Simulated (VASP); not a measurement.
# Fe (Iron-alpha) with PBE + D3(BJ): from relaxation to properties, part 4 of 5

What structure and properties does PBE + D3(BJ) give Fe (Iron-alpha), and how near are they to the measured ones? Left out of this account: 1 further run (phonons: it ended without a result to show). The start is a cell from a database of measured crystal structures.

VASP 6.6.1, plane waves and PAW; the level of theory is named at each step.

Still holding for the runs below: The magnetic order is the lowest of the few collinear ones tried above; longer or canted patterns were not tried.

So far, moment of the cell, from the last line of the log (μB): step 2 (magnetic order: ferromagnetic) 2.25; step 6 (full relaxation (PBE + D3(BJ))) 2.08; step 7 (second relaxation) 2.13; step 8 (single point with fields (PBE + D3(BJ))) 2.13. The relaxed cell has a = 2.802 Å (conventional setting).

## 9. Band structure (PBE + D3(BJ))

Level of this step: PBE with D3(BJ), spin-polarised from a ferromagnetic start (one magnetic atom a cell); plane waves and PAW (Fe) (VASP).

The mesh alone shows little of the dispersion and can miss band extrema, so KPOINTS_OPT adds a path through the symmetry points after the self-consistent cycle.

INCAR

```
SYSTEM = Fe
PREC = Accurate
ENCUT = 400
EDIFF = 1E-06
NELM = 100
ISMEAR = 1
SIGMA = 0.2
LREAL = .FALSE.
ALGO = Normal
GGA = PE
IVDW = 12
NBANDS = 17
ISPIN = 2
MAGMOM = 2.125
LASPH = .TRUE.
LMAXMIX = 4
LORBIT = 11
LWAVE = .FALSE.
LCHARG = .FALSE.
KPAR = 4
```

POSCAR

```
Fe
1.0
   -1.4009749092      1.4009749092      1.4009749092
    1.4009749092     -1.4009749092      1.4009749092
    1.4009749092      1.4009749092     -1.4009749092
Fe
1
Direct
    0.0000000000      0.0000000000      0.0000000000
```

KPOINTS

```
Automatic mesh
0
Gamma
10 10 10
0 0 0
```

KPOINTS_OPT

```
Line mode
16
Line-mode
Reciprocal
  0.00000000   0.00000000   0.00000000 GAMMA
  0.50000000  -0.50000000   0.50000000 H

  0.50000000  -0.50000000   0.50000000 H
  0.00000000   0.00000000   0.50000000 N

  0.00000000   0.00000000   0.50000000 N
  0.00000000   0.00000000   0.00000000 GAMMA

  0.00000000   0.00000000   0.00000000 GAMMA
  0.25000000   0.25000000   0.25000000 P

  0.25000000   0.25000000   0.25000000 P
  0.50000000  -0.50000000   0.50000000 H

  0.25000000   0.25000000   0.25000000 P
  0.00000000   0.00000000   0.50000000 N
```

Potentials, in the order of the species: Fe (PBE family, release 64).

On the command line:

```bash
$ mpirun -np 4 vasp_std
```

The log of the run:

```text
[... set-up lines as in an earlier step ...]
 entering main loop
       N       E                     dE             d eps       ncg     rms          rms(c)
DAV:   1     0.195565730131E+02    0.19557E+02   -0.30817E+03  3580   0.476E+02
DAV:   2    -0.839096895366E+01   -0.27948E+02   -0.25542E+02  3573   0.103E+02
DAV:   3    -0.926751184392E+01   -0.87654E+00   -0.86242E+00  3933   0.188E+01
DAV:   4    -0.926996769678E+01   -0.24559E-02   -0.24553E-02  3862   0.885E-01
DAV:   5    -0.926997422190E+01   -0.65251E-05   -0.65245E-05  3992   0.458E-02    0.118E+01
DAV:   6    -0.830409174664E+01    0.96588E+00   -0.92208E+00  4276   0.301E+01    0.499E+00
DAV:   7    -0.825390035207E+01    0.50191E-01   -0.51400E-01  4016   0.677E+00    0.320E+00
DAV:   8    -0.825151660615E+01    0.23837E-02   -0.10363E-02  3884   0.544E-01    0.153E+00
DAV:   9    -0.824278424886E+01    0.87324E-02   -0.10929E-02  4215   0.536E-01    0.586E-01
DAV:  10    -0.824431201931E+01   -0.15278E-02   -0.42312E-03  3899   0.408E-01    0.230E-01
DAV:  11    -0.824448242818E+01   -0.17041E-03   -0.17997E-04  4346   0.673E-02    0.100E-01
DAV:  12    -0.824455531053E+01   -0.72882E-04   -0.55971E-05  3816   0.434E-02    0.528E-02
DAV:  13    -0.824457192935E+01   -0.16619E-04   -0.18481E-05  4353   0.270E-02    0.718E-03
DAV:  14    -0.824457195081E+01   -0.21459E-07   -0.57632E-07  2117   0.752E-03
   1 F= -.86142545E+01 E0= -.86140265E+01  d E =-.684134E-03  mag=     2.1303
 Start KPOINTS_OPT (optional k-point list driver)
k-point batch [1-47\96]
       N       E                     dE             ncg
DAV:   1     0.279467682543E+04   -0.10828E+05     3596
DAV:   2     0.154663094939E+04   -0.12480E+04     3574
DAV:   3     0.150346480961E+04   -0.43166E+02     3739
DAV:   4     0.150333825907E+04   -0.12655E+00     3956
DAV:   5     0.150333793770E+04   -0.32137E-03     3859
DAV:   6     0.150333793658E+04   -0.11175E-05     3564
DAV:   7     0.150333793655E+04   -0.36889E-07     3070
[...]
k-point batch [95-96\96]
       N       E                     dE             ncg
DAV:   1     0.158068450376E+05   -0.68766E+03      144
DAV:   2     0.157498654614E+05   -0.56980E+02      152
DAV:   3     0.157476911391E+05   -0.21743E+01      160
DAV:   4     0.157476857765E+05   -0.53625E-02      200
DAV:   5     0.157476857615E+05   -0.15039E-04      184
DAV:   6     0.157476857614E+05   -0.86189E-07      168
```

Run time: 5.6 s. Hardware: 4 MPI ranks of AMD EPYC 9R45, shared host; peak memory 0.47 GiB; 20 s of CPU time.

From OUTCAR (step 9):

```text
   k-points           NKPTS =     47   k-points in BZ     NKDIM =     47   number of bands    NBANDS=     17

   NELECT =       8.0000    total number of electrons

 E-fermi :   6.2123

 spin component 1
 k-point     1 :       0.0000    0.0000    0.0000
  band No.  band energies     occupation
    ...
      2       3.7942      1.00000
      3       3.7942      1.00000
      4       3.7942      1.00000
      5       5.0741      1.00000
      6       5.0741      1.00000
      7      31.5169      0.00000
      8      31.5169      0.00000
      9      31.5169      0.00000
     10      36.8166      0.00000
     11      36.8166      0.00000
    ...

 k-point     2 :       0.1000    0.0000    0.0000
  band No.  band energies     occupation
    ...
      2       3.6780      1.00000
      3       3.7788      1.00000
      4       4.0248      1.00000
      5       4.9689      1.00000
      6       5.0843      1.00000
      7      29.1595      0.00000
      8      30.8621      0.00000
      9      31.2775      0.00000
     10      35.8750      0.00000
     11      35.8981      0.00000
    ...

 Edisp (eV)   -0.36968

  Total      -0.00203    -0.00203    -0.00203     0.00000     0.00000    -0.00000
  in kB      -0.29524    -0.29524    -0.29524     0.00000     0.00000    -0.00000
  external pressure =       -0.30 kB  Pullay stress =        0.00 kB

 POSITION                                       TOTAL-FORCE (eV/Angst)
 -----------------------------------------------------------------------------------
      0.00000      0.00000      0.00000        -0.000000     -0.000000      0.000000
 -----------------------------------------------------------------------------------
    total drift:                               -0.000000      0.000000      0.000000

  FREE ENERGIE OF THE ION-ELECTRON SYSTEM (eV)
  ---------------------------------------------------
  free  energy   TOTEN  =        -8.6142545425 eV

  energy  without entropy=       -8.6135704089  energy(sigma->0) =       -8.61402650

[... 14 parts as in an earlier step ...]

[... 8 further parts left out ...]
```

This step gave:

```yaml
bands: 17
pressure: -0.02952 GPa
```

Spin up. Electronic bands along the path, in eV, zero at the Fermi level; # counts the bands kept:

```csv
point,#2,#3,#4,#5,#6,#7
Γ,-2.42,-2.42,-2.42,-1.14,-1.14,25.30
0.53 of the way,-3.35,-1.84,-1.84,-1.05,0.62,16.72
H,-5.08,0.12,0.12,0.12,10.13,10.13
0.47 of the way,-4.03,-1.83,-1.28,0.25,5.66,8.22
N,-3.55,-1.07,-0.94,0.40,0.47,7.61
0.47 of the way,-3.07,-2.53,-1.28,-1.05,-0.99,15.35
Γ,-2.42,-2.42,-2.42,-1.14,-1.14,25.30
0.47 of the way,-3.14,-3.14,-1.14,-1.14,-0.25,17.08
P,-3.39,-3.39,-0.90,-0.90,8.82,8.82
0.47 of the way,-3.61,-3.38,-0.65,-0.65,7.13,7.13
H,-5.08,0.12,0.12,0.12,10.13,10.13
jump to P,-3.39,-3.39,-0.90,-0.90,8.82,8.82
0.47 of the way,-3.63,-2.24,-0.96,-0.91,4.44,7.89
N,-3.55,-1.07,-0.94,0.40,0.47,7.61
```

The electronic bands as a text plot (rows in eV, shown from -8.0 to 7.0 only):

```
    6.6 |               *
    6.0 |         *                                         *
    5.4 |
    4.8 |        *       *                    *              *
    4.1 |
    3.5 |                 *                  *                *
    2.9 |
    2.3 |                  *                                   *
    1.7 |       *
    1.0 |                   *               *                   *
    0.4 |      *     **********            *              *
   -0.2 |    **  *******      ***                     *****     *
   -0.8 |****  ***     **    *********    ************     ******
   -1.5 |*** ** *       *****  ************             *     *
   -2.1 |*******         *      *  ******              *
   -2.7 |*** **           **     **********           *     **
   -3.3 |      *           *******         ***********     ******
   -4.0 |       *        *                        *** *     **
   -4.6 |      ****    *****                *          **     *
   -5.2 |     *    ****     *****          *             **    **
   -5.8 |    *                   *
   -6.4 |                                 *
   -7.1 |   *                     *      *
   -7.7 |  *                       *
         Γ           H       N        Γ         P        H|P    N
```

Spin down. The electronic bands at the labelled points (eV, zero at the Fermi level; # counts the bands kept):

| point | #1 | #2 | #3 | #4 | #5 | #6 |
| --- | --- | --- | --- | --- | --- | --- |
| Γ | -8.51 | -0.56 | -0.56 | -0.56 | 1.57 | 1.57 |
| 0.53 of the way | -3.88 | -1.23 | -0.04 | -0.03 | 0.96 | 2.76 |
| H | -3.31 | -3.31 | 2.26 | 2.26 | 2.26 | 10.38 |
| 0.47 of the way | -2.75 | -2.34 | -0.02 | 0.65 | 2.40 | 6.62 |
| N | -3.90 | -1.89 | 0.57 | 1.42 | 1.84 | 2.57 |
| 0.47 of the way | -5.84 | -1.32 | -0.90 | 1.01 | 1.22 | 1.67 |
| Γ | -8.51 | -0.56 | -0.56 | -0.56 | 1.57 | 1.57 |
| 0.47 of the way | -5.42 | -1.43 | -1.43 | 1.51 | 1.51 | 1.67 |
| P | -2.04 | -2.04 | -2.04 | 1.89 | 1.89 | 9.69 |
| 0.47 of the way | -1.99 | -1.99 | -1.84 | 1.56 | 1.56 | 8.19 |
| H | -3.31 | -3.31 | 2.26 | 2.26 | 2.26 | 10.38 |
| jump to P | -2.04 | -2.04 | -2.04 | 1.89 | 1.89 | 9.69 |
| 0.47 of the way | -2.94 | -2.09 | -1.11 | 1.66 | 1.87 | 5.56 |
| N | -3.90 | -1.89 | 0.57 | 1.42 | 1.84 | 2.57 |

The electronic bands as a text plot (rows in eV, shown from -8.0 to 1.4 only):

```
    1.3 | **    *      *    *********    **                     *
    0.9 |   *  * *      * **     *
    0.5 |    **         **   *    *      *              *       *
    0.1 |   *  **           * *    *    *
   -0.3 | ** **          *     *    * **               *       *
   -0.7 |**** *                 *********             *       *
   -1.1 |      *          **      **     **
   -1.5 |                 **    **         *                **
   -1.9 |       *        *  ****            ** *******     *  ***
   -2.3 |                                     *  **** *     **
   -2.7 |        *      **                   *         **    *
   -3.1 |        **** **  *                              *
   -3.5 |       *   **     *                              *   **
   -3.9 |      *            ***             *                   *
   -4.3 |                      *
   -4.7 |     *                 *          *
   -5.0 |
   -5.4 |    *
   -5.8 |                        *
   -6.2 |                                 *
   -6.6 |
   -7.0 |   *                     *      *
   -7.4 |                          *
   -7.8 |  *                            *
         Γ           H       N        Γ         P        H|P    N
```

There is no gap at this level.

Spin up: of the bands kept, 4 cross the Fermi level on this path. Spin down: of the bands kept, 2 cross the Fermi level on this path.

## 10. Total and projected DOS (PBE + D3(BJ))

A density of states needs more k-points than a total energy; ISMEAR = -5 takes tetrahedra, and LORBIT projects the states on the PAW spheres. The mesh is finer than in the run before.

INCAR: that of step 9 with these lines changed.

```diff
@@ -5,3 +5,3 @@
 NELM = 100
-ISMEAR = 1
+ISMEAR = -5
 SIGMA = 0.2
@@ -20 +20,2 @@
 KPAR = 4
+NEDOS = 2001
```

POSCAR is that of step 9.

KPOINTS

```
Automatic mesh
0
Gamma
14 14 14
0 0 0
```

On the command line:

```bash
$ mpirun -np 4 vasp_std
```

The log of the run:

```text
[... set-up lines as in an earlier step ...]
 entering main loop
       N       E                     dE             d eps       ncg     rms          rms(c)
DAV:   1     0.181754105031E+02    0.18175E+02   -0.29876E+03  8121   0.471E+02
DAV:   2    -0.846512940655E+01   -0.26641E+02   -0.24625E+02  7798   0.101E+02
DAV:   3    -0.926847946580E+01   -0.80335E+00   -0.79906E+00  8479   0.181E+01
DAV:   4    -0.927058743492E+01   -0.21080E-02   -0.21528E-02  8638   0.843E-01
DAV:   5    -0.927059315230E+01   -0.57174E-05   -0.57305E-05  8764   0.444E-02    0.118E+01
DAV:   6    -0.830229526501E+01    0.96830E+00   -0.93121E+00  9666   0.302E+01    0.521E+00
DAV:   7    -0.824987016954E+01    0.52425E-01   -0.55089E-01  8968   0.695E+00    0.327E+00
DAV:   8    -0.824373185119E+01    0.61383E-02   -0.10049E-02  8633   0.476E-01    0.149E+00
DAV:   9    -0.823620263627E+01    0.75292E-02   -0.82208E-03  9664   0.407E-01    0.387E-01
DAV:  10    -0.823678392814E+01   -0.58129E-03   -0.21168E-03  8505   0.298E-01    0.154E-01
DAV:  11    -0.823678168687E+01    0.22413E-05   -0.16941E-04  8928   0.121E-01    0.395E-02
DAV:  12    -0.823677887172E+01    0.28152E-05   -0.55030E-06  8737   0.224E-02    0.110E-02
DAV:  13    -0.823678163459E+01   -0.27629E-05   -0.13899E-06  6825   0.683E-03    0.428E-03
DAV:  14    -0.823678192938E+01   -0.29480E-06   -0.15318E-07  4024   0.267E-03
   1 F= -.86064645E+01 E0= -.86064645E+01  d E =0.000000E+00  mag=     2.1380
 -----------------------------------------------------------------------------
|                                                                             |
|           W    W    AA    RRRRR   N    N  II  N    N   GGGG   !!!           |
|           W    W   A  A   R    R  NN   N  II  NN   N  G    G  !!!           |
|           W    W  A    A  R    R  N N  N  II  N N  N  G       !!!           |
|           W WW W  AAAAAA  RRRRR   N  N N  II  N  N N  G  GGG   !            |
|           WW  WW  A    A  R   R   N   NN  II  N   NN  G    G                |
|           W    W  A    A  R    R  N    N  II  N    N   GGGG   !!!           |
|                                                                             |
|     Tetrahedron method does not include variations of the Fermi             |
|     occupations, so forces and stress will be inaccurate. We suggest        |
|     using a different smearing scheme ISMEAR = 1 or 2 for metals in         |
|     relaxations.                                                            |
|                                                                             |
 -----------------------------------------------------------------------------
```

Run time: 7.6 s. Hardware: 4 MPI ranks; peak memory 0.57 GiB; 28 s of CPU time.

Parts of OUTCAR (step 10):

```text
   k-points           NKPTS =    104   k-points in BZ     NKDIM =    104   number of bands    NBANDS=     17

   NELECT =       8.0000    total number of electrons

 E-fermi :   6.1647

 spin component 1
 k-point     1 :       0.0000    0.0000    0.0000
  band No.  band energies     occupation
    ...
      2       3.7969      1.00000
      3       3.7969      1.00000
      4       3.7969      1.00000
      5       5.0704      1.00000
      6       5.0704      1.00000
      7      31.5070      0.00000
      8      31.5070      0.00000
      9      31.5070      0.00000
     10      36.8044      0.00000
     11      36.8044      0.00000
    ...

 k-point     2 :       0.0714    0.0000    0.0000
  band No.  band energies     occupation
    ...
      2       3.7364      1.00000
      3       3.7915      1.00000
      4       3.9159      1.00000
      5       5.0111      1.00000
      6       5.0754      1.00000
      7      30.1805      0.00000
      8      31.1955      0.00000
      9      31.3769      0.00000
     10      36.0967      0.00000
     11      36.8986      0.00000
    ...

 Edisp (eV)   -0.36968

  Total       0.01840     0.01840     0.01840     0.00000     0.00000    -0.00000
  in kB       2.68000     2.68000     2.68000     0.00000     0.00000    -0.00000
  external pressure =        2.68 kB  Pullay stress =        0.00 kB

 POSITION                                       TOTAL-FORCE (eV/Angst)
 -----------------------------------------------------------------------------------
      0.00000      0.00000      0.00000         0.000000     -0.000000      0.000000
 -----------------------------------------------------------------------------------
    total drift:                                0.000000     -0.000000     -0.000000

  FREE ENERGIE OF THE ION-ELECTRON SYSTEM (eV)
  ---------------------------------------------------
  free  energy   TOTEN  =        -8.6064645211 eV

  energy  without entropy=       -8.6064645211  energy(sigma->0) =       -8.60646452

 magnetization (x)
# of ion       s       p       d       tot
------------------------------------------
    1       -0.014  -0.059   2.203   2.130

[... 6 parts as in an earlier step ...]

[... 15 further parts left out ...]
```

With tetrahedra the forces and stress of a metal are not exact derivatives of the energy.

Numbers from this step:

* irreducible k-points: 104
* free energy (TOTEN): -8.606 eV
* Fermi energy: 6.165 eV
* pressure: 0.268 GPa
* moment of the cell, from the last line of the log: 2.138 μB
* DOS at the Fermi level: 0.9408 states/eV/cell

[end of part 4 of 5]

[Lines on the potential files, build, host, timing and source positions are cut from VASP's logs without a mark.]

[Logs are printed without paths, hosts, clocks, repeated set-up lines and the standing remarks that a program may print on its own settings, such as how far it seeks lower states.]

[Hosts, paths, dates, database ids (printed as entryN), source tags and the programs' standing remarks are cut or masked in the printed files.]

[Measured values are set beside computed ones only where the two were judged alike; some that the calculation misses by far are left out.]
